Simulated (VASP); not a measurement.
# ZnCu2SnS4: U from linear response, part 3 of 3

What U does ZnCu2SnS4 call for? The start is a cell from a database of measured crystal structures.

VASP 6.6.1, plane waves and PAW; the level of theory is named at each step.

So far. Step 6 (Shifted potential, relaxed density, alpha -0.1): The run ends at a pressure of 2.00 GPa, with forces up to 0.58 eV/Å. Step 7 (Shifted potential, frozen density, alpha 0.1): Energy at zero smearing: -33.44528 eV.

### Step 8. Shifted potential, relaxed density, alpha 0.1

Level of this step: PBE, with a shift of one shell's potential, spin-polarised from an antiferromagnetic start; plane waves and PAW (Cu, Cu, Sn_d, Zn, S) (VASP).

File INCAR:

```
SYSTEM = ZnCu2SnS4
PREC = Normal
ENCUT = 360
EDIFF = 1E-06
NELM = 150
ISMEAR = 0
SIGMA = 0.05
LREAL = .FALSE.
ALGO = Normal
GGA = PE
NBANDS = 45
ISPIN = 2
MAGMOM = 0.6 -0.6 0 0 0 0 0 0
LASPH = .TRUE.
LMAXMIX = 4
LORBIT = 11
LWAVE = .FALSE.
LCHARG = .FALSE.
KPAR = 2
AMIX = 0.2
BMIX = 1E-04
AMIX_MAG = 0.8
BMIX_MAG = 1E-04
LDAU = .TRUE.
LDAUTYPE = 3
LDAUL = 2 -1 -1 -1 -1
LDAUU = 0.1 0 0 0 0
LDAUJ = 0.1 0 0 0 0
```

File POSCAR:

```
ZnCu2SnS4
1.0
   -2.7171000000      2.7171000000      5.4248000000
    2.7171000000     -2.7171000000      5.4248000000
    2.7171000000      2.7171000000     -5.4248000000
Cu Cu Sn Zn S
1 1 1 1 4
Direct
    0.7500000000      0.2500000000      0.5000000000
    0.0000000000      0.0000000000      0.0000000000
    0.5000000000      0.5000000000      0.0000000000
    0.2500000000      0.7500000000      0.5000000000
    0.6279900000      0.6283900000      0.5128000000
    0.8848100000      0.3720100000      0.0004000000
    0.1155900000      0.1151900000      0.4872000000
    0.3716100000      0.8844100000      0.9996000000
```

File KPOINTS:

```
Automatic mesh
0
Gamma
4 4 4
0 0 0
```

Potentials, in the order of the species: Cu, Cu, Sn_d, Zn and S (PBE family, release 64).

On the command line:

```bash
mpirun -np 2 vasp_std
```

The log of the run:

```text
[... set-up lines as in an earlier step ...]
 entering main loop
       N       E                     dE             d eps       ncg     rms          rms(c)
DAV:   1    -0.334451674657E+02   -0.33445E+02   -0.35294E-03  4196   0.178E+00    0.137E-01
DAV:   2    -0.334447937505E+02    0.37372E-03   -0.27841E-03  3884   0.151E+00    0.260E-02
DAV:   3    -0.334448080080E+02   -0.14258E-04   -0.22394E-04  3710   0.161E-01    0.136E-02
DAV:   4    -0.334448053020E+02    0.27060E-05   -0.14021E-05  3062   0.614E-02    0.101E-02
DAV:   5    -0.334448035328E+02    0.17693E-05   -0.87242E-06  3590   0.275E-02    0.431E-03
DAV:   6    -0.334448033548E+02    0.17792E-06   -0.10823E-06  1788   0.877E-03
   1 F= -.33444803E+02 E0= -.33444803E+02  d E =-.227722E-07  mag=     0.0000
```

Wall time 19 s (2 MPI ranks of Intel Xeon 6975P-C (Granite Rapids), shared host); peak memory 0.53 GiB; 37 s of CPU time.

From OUTCAR (step 8):

```text
  Total        1.9695975      1.9695975      1.8502106      0.0000009      0.0000000     -0.0000000
  in kB       19.6984976     19.6984976     18.5044755      0.0000093      0.0000000     -0.0000000
  external PRESSURE =      19.3004902 kB  Pullay stress =       0.0000000 kB

 POSITION                                       TOTAL-FORCE (eV/Angst)
 -----------------------------------------------------------------------------------
      0.00000      2.71710      2.71240         0.000000     -0.000000      0.000000
      0.00000      0.00000      0.00000         0.000000     -0.000000      0.000000
      0.00000      0.00000      5.42480         0.000000     -0.000000      0.000000
      2.71710      0.00000      2.71240         0.000000     -0.000000      0.000000
      1.39442      1.39224      4.03377         0.138932      0.522897     -0.180042
     -1.39224      1.39442      6.81583        -0.522897      0.138932      0.180042
      1.32268      1.32486     -1.39103        -0.138932     -0.522897     -0.180042
      4.10934      1.32268      1.39103         0.522897     -0.138932      0.180042
 -----------------------------------------------------------------------------------
    total drift:                                0.000390      0.000387      0.000315

  FREE ENERGIE OF THE ION-ELECTRON SYSTEM (eV)
  ---------------------------------------------------
  free  energy   TOTEN  =       -33.4448033548 eV

  energy  without entropy=      -33.4448033321  energy(sigma->0) =      -33.44480334

 magnetization (x)
# of ion       s       p       d       tot
------------------------------------------
    1       -0.000  -0.000   0.000   0.000
    2       -0.000  -0.000  -0.000  -0.000
    3        0.000  -0.000  -0.000  -0.000
    4       -0.000  -0.000  -0.000  -0.000
    5        0.000   0.000   0.000   0.000
    6        0.000   0.000   0.000   0.000
    7        0.000   0.000   0.000   0.000
    8        0.000   0.000   0.000   0.000
--------------------------------------------------
tot          0.000   0.000   0.000   0.000

[... 2 parts as in an earlier step ...]

[... 1 further part left out ...]
[key lines of the parts left out:]
E-fermi :   5.0243
```

Energy at zero smearing: -33.44480 eV.

The run ends at a pressure of 1.93 GPa, with forces up to 0.57 eV/Å.

### Step 9. Shifted potential, frozen density, alpha 0.2

Edit INCAR of step 8 so:

```diff
@@ -26,3 +26,4 @@
 LDAUL = 2 -1 -1 -1 -1
-LDAUU = 0.1 0 0 0 0
-LDAUJ = 0.1 0 0 0 0
+LDAUU = 0.2 0 0 0 0
+LDAUJ = 0.2 0 0 0 0
+ICHARG = 11
```

POSCAR is that of step 8.

KPOINTS is that of step 8.

The WAVECAR or CHGCAR of an earlier step is read.

On the command line:

```bash
mpirun -np 2 vasp_std
```

The log of the run:

```text
[... set-up lines as in an earlier step ...]
 entering main loop
       N       E                     dE             d eps       ncg     rms          rms(c)
DAV:   1    -0.343761661307E+02   -0.34376E+02   -0.13842E-02  4212   0.354E+00
DAV:   2    -0.343766247737E+02   -0.45864E-03   -0.45864E-03  2784   0.295E-01
DAV:   3    -0.343766306375E+02   -0.58638E-05   -0.58639E-05  3648   0.408E-02
DAV:   4    -0.343766306982E+02   -0.60708E-07   -0.60587E-07  1757   0.474E-03
   1 F= -.34376631E+02 E0= -.34376631E+02  d E =-.195365E-08  mag=    -0.0000
```

Run time: 12 s. Hardware: 2 MPI ranks; peak memory 0.49 GiB.

Parts of OUTCAR (step 9):

```text
  Total        5.5993586      5.5993586      5.4637201      0.0000009      0.0000000      0.0000000
  in kB       56.0007570     56.0007570     54.6441980      0.0000086      0.0000000      0.0000000
  external PRESSURE =      55.5485706 kB  Pullay stress =       0.0000000 kB

 POSITION                                       TOTAL-FORCE (eV/Angst)
 -----------------------------------------------------------------------------------
      0.00000      2.71710      2.71240        -0.000000     -0.000000     -0.000000
      0.00000      0.00000      0.00000        -0.000000      0.000000     -0.000000
      0.00000      0.00000      5.42480        -0.000000      0.000000     -0.000000
      2.71710      0.00000      2.71240        -0.000000      0.000000      0.000000
      1.39442      1.39224      4.03377         0.147150      0.510723     -0.164797
     -1.39224      1.39442      6.81583        -0.510723      0.147150      0.164797
      1.32268      1.32486     -1.39103        -0.147150     -0.510723     -0.164797
      4.10934      1.32268      1.39103         0.510723     -0.147150      0.164797
 -----------------------------------------------------------------------------------
    total drift:                                0.000391      0.000388      0.000316

  FREE ENERGIE OF THE ION-ELECTRON SYSTEM (eV)
  ---------------------------------------------------
  free  energy   TOTEN  =       -34.3766306982 eV

  energy  without entropy=      -34.3766306963  energy(sigma->0) =      -34.37663070

[... 3 parts as in an earlier step ...]

[... 1 further part left out ...]
[key lines of the parts left out:]
E-fermi :   5.0056
```

Energy at zero smearing: -34.37663 eV.

### Step 10. Shifted potential, relaxed density, alpha 0.2

Edit INCAR of step 9 so:

```diff
@@ -28,2 +28 @@
 LDAUJ = 0.2 0 0 0 0
-ICHARG = 11
```

POSCAR is that of step 9.

KPOINTS is that of step 9.

On the command line:

```bash
mpirun -np 2 vasp_std
```

The log of the run:

```text
[... set-up lines as in an earlier step ...]
 entering main loop
       N       E                     dE             d eps       ncg     rms          rms(c)
DAV:   1    -0.343761842650E+02   -0.34376E+02   -0.13911E-02  4236   0.355E+00    0.267E-01
DAV:   2    -0.343747416380E+02    0.14426E-02   -0.10410E-02  3868   0.294E+00    0.497E-02
DAV:   3    -0.343748068483E+02   -0.65210E-04   -0.91185E-04  3630   0.278E-01    0.273E-02
DAV:   4    -0.343747957330E+02    0.11115E-04   -0.52518E-05  3782   0.130E-01    0.199E-02
DAV:   5    -0.343747898295E+02    0.59036E-05   -0.32036E-05  3510   0.393E-02    0.903E-03
DAV:   6    -0.343747893893E+02    0.44012E-06   -0.43915E-06  2953   0.220E-02
   1 F= -.34374789E+02 E0= -.34374789E+02  d E =-.113705E-07  mag=     0.0000
```

Wall time 21 s (2 MPI ranks); peak memory 0.53 GiB.

Parts of OUTCAR (step 10):

```text
  Total        1.9557824      1.9557824      1.8325684      0.0000009      0.0000000      0.0000000
  in kB       19.5603282     19.5603282     18.3280309      0.0000089      0.0000000      0.0000000
  external PRESSURE =      19.1495624 kB  Pullay stress =       0.0000000 kB

 POSITION                                       TOTAL-FORCE (eV/Angst)
 -----------------------------------------------------------------------------------
      0.00000      2.71710      2.71240        -0.000000     -0.000000     -0.000000
      0.00000      0.00000      0.00000         0.000000     -0.000000     -0.000000
      0.00000      0.00000      5.42480         0.000000     -0.000000     -0.000000
      2.71710      0.00000      2.71240        -0.000000     -0.000000     -0.000000
      1.39442      1.39224      4.03377         0.139619      0.518541     -0.176376
     -1.39224      1.39442      6.81583        -0.518541      0.139619      0.176376
      1.32268      1.32486     -1.39103        -0.139619     -0.518541     -0.176376
      4.10934      1.32268      1.39103         0.518541     -0.139619      0.176376
 -----------------------------------------------------------------------------------
    total drift:                                0.000389      0.000387      0.000315

  FREE ENERGIE OF THE ION-ELECTRON SYSTEM (eV)
  ---------------------------------------------------
  free  energy   TOTEN  =       -34.3747893893 eV

  energy  without entropy=      -34.3747893780  energy(sigma->0) =      -34.37478938

 magnetization (x)
# of ion       s       p       d       tot
------------------------------------------
    1        0.000   0.000   0.000   0.000
    2       -0.000  -0.000  -0.000  -0.000
    3       -0.000  -0.000   0.000  -0.000
    4       -0.000  -0.000  -0.000  -0.000
    5        0.000   0.000   0.000   0.000
    6        0.000   0.000   0.000   0.000
    7        0.000   0.000   0.000   0.000
    8        0.000   0.000   0.000   0.000
--------------------------------------------------
tot         -0.000   0.000   0.000   0.000

[... 2 parts as in an earlier step ...]

[... 1 further part left out ...]
[key lines of the parts left out:]
E-fermi :   5.0188
```

Energy at zero smearing: -34.37479 eV.

The run ends at a pressure of 1.91 GPa, with forces up to 0.57 eV/Å.

### Step 11. Summary

This step: linear-response U, PBE; plane waves and PAW (VASP 6.6.1).

This step runs nothing: it gathers the runs above.

This step gave:

```
bare response          : 0.1750 e/eV
screened response      : 0.07800 e/eV
U from linear response : 7.106 eV
```

Table of change of the charge in the shell of the shifted atom, thousandths of an electron by potential shift:

| potential shift (eV) | frozen density (e) | relaxed density (e) |
| --- | --- | --- |
| -0.200 | -37 | -16 |
| -0.100 | -18 | -8 |
| 0.000 | 0 | 0 |
| 0.100 | 17 | 8 |
| 0.200 | 33 | 15 |

### Step 12. Outcome

| Item | Value |
| --- | --- |
| U from linear response | 7.11 eV |
| bare response | 0.175 e/eV |
| screened response | 0.0780 e/eV |

In words: Linear response gives U = 7.1 eV for the d shell of Cu. The moments of the start collapsed, so this U belongs to a non-magnetic state, which need not be the crystal's. U = 1/χ − 1/χ₀, with χ the screened and χ₀ the bare slope of the shell's charge; in this program a positive shift raises the charge. The charges are printed to three decimals, which adds noise to both slopes. The value belongs to this projector sphere, magnetic state and cell; a small cell changes it, since the images are shifted too. The bare response exceeds the screened one, as it must for a positive U.

[Lines on the potential files, build, host, timing and source positions are cut from VASP's logs without a mark.]

[Logs are printed without paths, hosts, clocks, repeated set-up lines and the standing remarks that a program may print on its own settings, such as how far it seeks lower states.]

[Hosts, paths, dates, database ids (printed as entryN), source tags and the programs' standing remarks are cut or masked in the printed files.]

[In band tables of VASP the shares of atoms and orbitals are scaled to a sum of 1 inside the atoms' spheres.]

[Runs that stopped without an error message from VASP are left out.]
